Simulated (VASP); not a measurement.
Data:

```yaml
crystal:
  lattice:
    - [4.15212, 2.07221, 2.07221]
    - [2.07221, 4.15212, 2.07221]
    - [2.07221, 2.07221, 4.15212]
  atoms:
    - { symbol: Ni, position: [0.00000, 0.00000, 0.00000], spin: 1.3 }
    - { symbol: Ni, position: [0.50000, 0.50000, 0.50000], spin: -1.3 }
    - { symbol: O, position: [0.25000, 0.25000, 0.25000] }
    - { symbol: O, position: [0.75000, 0.75000, 0.75000] }
```

The numbers are results of rev-vdW-DF2, VASP's PBE PAW potentials (set 64) (plane waves; VASP), not measurements. Settings: 520 eV cut-off, 10×10×10 Γ-centred mesh, tetrahedra with Blöchl corrections, potentials Ni O.

Q: What does the run give for the cell moment, energy per atom (σ→0)?

A: 
```
Quantity                       Result
---------------------  --------------
cell moment                   0.00 μB
energy per atom (σ→0)  -4.067 eV/atom
```

Q: Give the moment on each site (PAW-sphere projection).

A: 
```
site  moment (μB)
----  -----------
Ni1          1.28
Ni2         -1.28
O3           0.00
O4           0.00
```

Total energies compare only between runs with the same potentials, cut-off and functional.

The compound is NiO in the rock salt, AFM-II order structure. It was relaxed first.
